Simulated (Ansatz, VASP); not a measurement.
# BaLiCl3 in two plane-wave programs, part 2 of 3

One calculation is typed for both programs; each brings its own data sets. How far apart do they land? The cell is generated by rule, not measured, and may not be a known phase. The cell is taken from a series of runs on this material, whose earlier steps may have relaxed, scaled, displaced or heated it; both programs get it as it stands.

VASP 6.6.1 and Ansatz 0.2.0.

So far: Starting point; VASP: zone-centre phonons, PBEsol.

## 2. VASP: zone-centre phonons, PBEsol (continued)

Level of this step: PBEsol; plane waves and PAW (Ba_sv, Li_sv, Cl); invented cell (VASP).

From OUTCAR (step 2):

```text
ion  position               nearest neighbor table
   1  0.000  0.000  0.000-   3 3.39   4 3.39   5 3.39   3 3.39   5 3.39   3 3.39   4 3.39   3 3.39
                             4 3.39   5 3.39   5 3.39   4 3.39
   2  0.500  0.500  0.500-   3 2.40   4 2.40   5 2.40   4 2.40   5 2.40   3 2.40
   3  0.000  0.500  0.500-   2 2.40   2 2.40   1 3.39   1 3.39   1 3.39   1 3.39
   4  0.500  0.500  0.000-   2 2.40   2 2.40   1 3.39   1 3.39   1 3.39   1 3.39
   5  0.500  0.000  0.500-   2 2.40   2 2.40   1 3.39   1 3.39   1 3.39   1 3.39

  LATTYP: Found a simple cubic cell.
 ALAT       =     4.7920317519

 Subroutine GETGRP returns: Found 48 space group operations
 (whereof 48 operations were pure point group operations)

The static configuration has the point symmetry O_h .

 Found     10 irreducible k-points:

   k-points           NKPTS =     10   k-points in BZ     NKDIM =     10   number of bands    NBANDS=     23

   dimension x,y,z NGX =    48 NGY =   48 NGZ =   48
   dimension x,y,z NGXF=    96 NGYF=   96 NGZF=   96

   ENCUT  =  750.0 eV  55.12 Ry    7.42 a.u.  10.70 10.70 10.70*2*pi/ulx,y,z

   NELECT =      34.0000    total number of electrons

 k-points in reciprocal lattice and weights: Automatic mesh
   0.00000000  0.00000000  0.00000000       0.016
   0.25000000  0.00000000  0.00000000       0.094
   0.50000000  0.00000000  0.00000000       0.047
   0.25000000  0.25000000  0.00000000       0.188
   0.50000000  0.25000000  0.00000000       0.188
   0.50000000  0.50000000  0.00000000       0.047
   0.25000000  0.25000000  0.25000000       0.125
   0.50000000  0.25000000  0.25000000       0.188
   0.50000000  0.50000000  0.25000000       0.094
   0.50000000  0.50000000  0.50000000       0.016

 average (electrostatic) potential at core
       1 -36.5633       2 -60.2616       3 -92.0748       4 -92.0748       5 -92.0748

  Total        0.2382684      0.2382684      0.2382684     -0.0000000      0.0000000     -0.0000000
  in kB        3.4691087      3.4691087      3.4691087     -0.0000000      0.0000000     -0.0000000
  external PRESSURE =       3.4691087 kB  Pullay stress =       0.0000000 kB

  energy-cutoff  :      750.00
  volume of cell :      110.04
      direct lattice vectors                 reciprocal lattice vectors
     4.792031752  0.000000000  0.000000000     0.208679753  0.000000000  0.000000000
     0.000000000  4.792031752  0.000000000     0.000000000  0.208679753  0.000000000
     0.000000000  0.000000000  4.792031752     0.000000000  0.000000000  0.208679753

 POSITION                                       TOTAL-FORCE (eV/Angst)
 -----------------------------------------------------------------------------------
      0.00000      0.00000      0.00000         0.000000      0.000000      0.000000
      2.39602      2.39602      2.39602         0.000000      0.000000      0.000000
      0.00000      2.39602      2.39602         0.000000      0.000000      0.000000
      2.39602      2.39602      0.00000         0.000000      0.000000      0.000000
      2.39602      0.00000      2.39602         0.000000      0.000000      0.000000
 -----------------------------------------------------------------------------------
    total drift:                                0.000000     -0.000000     -0.000000

 Eigenvectors and eigenvalues of the dynamical matrix
 ----------------------------------------------------

   1 f  =   10.416262 THz    65.447302 2PiTHz  347.449088 cm-1    43.078177 meV
             X         Y         Z           dx          dy          dz
      0.000000  0.000000  0.000000    -0.014317   -0.000684   -0.000000
      2.396016  2.396016  2.396016     0.891106    0.042579   -0.000000
      0.000000  2.396016  2.396016    -0.446763    0.002096   -0.000000
      2.396016  2.396016  0.000000     0.043871    0.002096   -0.000000
      2.396016  0.000000  2.396016     0.043871   -0.021348   -0.000000

   2 f  =   10.416262 THz    65.447302 2PiTHz  347.449088 cm-1    43.078177 meV
             X         Y         Z           dx          dy          dz
      0.000000  0.000000  0.000000    -0.000000    0.000000    0.014333
      2.396016  2.396016  2.396016     0.000000   -0.000000   -0.892123
      0.000000  2.396016  2.396016    -0.000000   -0.000000   -0.043921
      2.396016  2.396016  0.000000     0.000000   -0.000000    0.447273
      2.396016  0.000000  2.396016     0.000000    0.000000   -0.043921

   3 f  =   10.416262 THz    65.447302 2PiTHz  347.449088 cm-1    43.078177 meV
             X         Y         Z           dx          dy          dz
      0.000000  0.000000  0.000000     0.000684   -0.014317   -0.000000
      2.396016  2.396016  2.396016    -0.042579    0.891106   -0.000000
      0.000000  2.396016  2.396016     0.021348    0.043871   -0.000000
      2.396016  2.396016  0.000000    -0.002096    0.043871    0.000000
      2.396016  0.000000  2.396016    -0.002096   -0.446763   -0.000000

   4 f  =    5.677799 THz    35.674664 2PiTHz  189.390990 cm-1    23.481480 meV
             X         Y         Z           dx          dy          dz
      0.000000  0.000000  0.000000    -0.001816    0.016979   -0.009652
      2.396016  2.396016  2.396016     0.036740   -0.343561    0.195316
      0.000000  2.396016  2.396016     0.065895    0.354438   -0.201499
      2.396016  2.396016  0.000000    -0.037903    0.354438    0.350309
      2.396016  0.000000  2.396016    -0.037903   -0.616194   -0.201499

   5 f  =    5.677799 THz    35.674664 2PiTHz  189.390990 cm-1    23.481480 meV
             X         Y         Z           dx          dy          dz
      0.000000  0.000000  0.000000     0.019505    0.002075   -0.000018
      2.396016  2.396016  2.396016    -0.394675   -0.041997    0.000369
      0.000000  2.396016  2.396016    -0.707870    0.043326   -0.000380
      2.396016  2.396016  0.000000     0.407170    0.043326    0.000661
      2.396016  0.000000  2.396016     0.407170   -0.075323   -0.000380

   6 f  =    5.677799 THz    35.674664 2PiTHz  189.390990 cm-1    23.481480 meV
             X         Y         Z           dx          dy          dz
      0.000000  0.000000  0.000000     0.001006   -0.009600   -0.017075
      2.396016  2.396016  2.396016    -0.020347    0.194253    0.345519
      0.000000  2.396016  2.396016    -0.036494   -0.200403   -0.356458
      2.396016  2.396016  0.000000     0.020992   -0.200403    0.619707
      2.396016  0.000000  2.396016     0.020992    0.348404   -0.356458

   7 f  =    2.875891 THz    18.069755 2PiTHz   95.929390 cm-1    11.893723 meV
             X         Y         Z           dx          dy          dz
      0.000000  0.000000  0.000000    -0.000000    0.000000   -0.000000
      2.396016  2.396016  2.396016     0.000000   -0.000000   -0.000000
      0.000000  2.396016  2.396016     0.000000   -0.140040    0.660701
      2.396016  2.396016  0.000000    -0.209435    0.140040   -0.000000
      2.396016  0.000000  2.396016     0.209435   -0.000000   -0.660701

   8 f  =    2.875891 THz    18.069755 2PiTHz   95.929390 cm-1    11.893723 meV
             X         Y         Z           dx          dy          dz
      0.000000  0.000000  0.000000    -0.000000   -0.000000   -0.000000
      2.396016  2.396016  2.396016    -0.000000   -0.000000    0.000000
      0.000000  2.396016  2.396016     0.000000   -0.574994    0.008558
      2.396016  2.396016  0.000000     0.411472    0.574994    0.000000
      2.396016  0.000000  2.396016    -0.411472   -0.000000   -0.008558

   9 f  =    2.875891 THz    18.069755 2PiTHz   95.929390 cm-1    11.893723 meV
             X         Y         Z           dx          dy          dz
      0.000000  0.000000  0.000000    -0.000000    0.000000   -0.000000
      2.396016  2.396016  2.396016     0.000000    0.000000   -0.000000
      0.000000  2.396016  2.396016     0.000000   -0.387003   -0.251796
      2.396016  2.396016  0.000000    -0.535563    0.387003    0.000000
      2.396016  0.000000  2.396016     0.535563   -0.000000    0.251796

  10 f  =    1.511682 THz     9.498180 2PiTHz   50.424295 cm-1     6.251813 meV
             X         Y         Z           dx          dy          dz
      0.000000  0.000000  0.000000    -0.300015   -0.583728    0.006071
      2.396016  2.396016  2.396016     0.067903    0.132116   -0.001374
      0.000000  2.396016  2.396016     0.184409    0.389900   -0.004055
      2.396016  2.396016  0.000000     0.200394    0.389900   -0.003732
      2.396016  0.000000  2.396016     0.200394    0.358798   -0.004055

  11 f  =    1.511682 THz     9.498180 2PiTHz   50.424295 cm-1     6.251813 meV
             X         Y         Z           dx          dy          dz
      0.000000  0.000000  0.000000     0.583751   -0.299959    0.006499
      2.396016  2.396016  2.396016    -0.132122    0.067891   -0.001471
      0.000000  2.396016  2.396016    -0.358813    0.200357   -0.004341
      2.396016  2.396016  0.000000    -0.389916    0.200357   -0.003995
      2.396016  0.000000  2.396016    -0.389916    0.184375   -0.004341

  12 f  =    1.511682 THz     9.498180 2PiTHz   50.424295 cm-1     6.251813 meV
             X         Y         Z           dx          dy          dz
      0.000000  0.000000  0.000000     0.003006   -0.008370   -0.656281
      2.396016  2.396016  2.396016    -0.000680    0.001894    0.148538
      0.000000  2.396016  2.396016    -0.001847    0.005591    0.438361
      2.396016  2.396016  0.000000    -0.002008    0.005591    0.403394
      2.396016  0.000000  2.396016    -0.002008    0.005145    0.438361

  13 f/i=    0.080945 THz     0.508591 2PiTHz    2.700026 cm-1     0.334760 meV
             X         Y         Z           dx          dy          dz
      0.000000  0.000000  0.000000     0.751052   -0.067382   -0.002489
      2.396016  2.396016  2.396016     0.155952   -0.013992   -0.000517
      0.000000  2.396016  2.396016     0.359713   -0.033220   -0.001227
      2.396016  2.396016  0.000000     0.370277   -0.033220   -0.001192
      2.396016  0.000000  2.396016     0.370277   -0.032273   -0.001227

  14 f/i=    0.080945 THz     0.508591 2PiTHz    2.700026 cm-1     0.334760 meV
             X         Y         Z           dx          dy          dz
      0.000000  0.000000  0.000000     0.066890    0.748054   -0.067577
      2.396016  2.396016  2.396016     0.013889    0.155329   -0.014032
      0.000000  2.396016  2.396016     0.032036    0.368799   -0.033316
      2.396016  2.396016  0.000000     0.032977    0.368799   -0.032366
      2.396016  0.000000  2.396016     0.032977    0.358277   -0.033316

  15 f/i=    0.080945 THz     0.508591 2PiTHz    2.700026 cm-1     0.334760 meV
             X         Y         Z           dx          dy          dz
      0.000000  0.000000  0.000000     0.008507    0.067085    0.751035
      2.396016  2.396016  2.396016     0.001766    0.013930    0.155948
      0.000000  2.396016  2.396016     0.004074    0.033074    0.370268
      2.396016  2.396016  0.000000     0.004194    0.033074    0.359705
      2.396016  0.000000  2.396016     0.004194    0.032130    0.370268

 ELASTIC MODULI CONTR FROM IONIC RELAXATION (kBar)
 Direction    XX          YY          ZZ          XY          YZ          ZX
 --------------------------------------------------------------------------------
 XX           0.0000      0.0000      0.0000      0.0000      0.0000      0.0000
 YY           0.0000      0.0000      0.0000      0.0000      0.0000      0.0000
 ZZ           0.0000      0.0000      0.0000      0.0000      0.0000      0.0000
 XY           0.0000      0.0000      0.0000      0.0000      0.0000      0.0000
 YZ           0.0000      0.0000      0.0000      0.0000      0.0000      0.0000
 ZX           0.0000      0.0000      0.0000      0.0000      0.0000      0.0000
 --------------------------------------------------------------------------------
```

Harder data sets than Ba_sv exist (the GW ones), and pressures, volumes and forces can shift noticeably with them.

(Continued in part 3 of 3.)

[Lines on the potential files, build, host, timing and source positions are cut from VASP's logs without a mark.]

[Logs are printed without paths, hosts, clocks, repeated set-up lines and the standing remarks that a program may print on its own settings, such as how far it seeks lower states.]

[Hosts, paths, dates, database ids (printed as entryN), source tags and the programs' standing remarks are cut or masked in the printed files.]
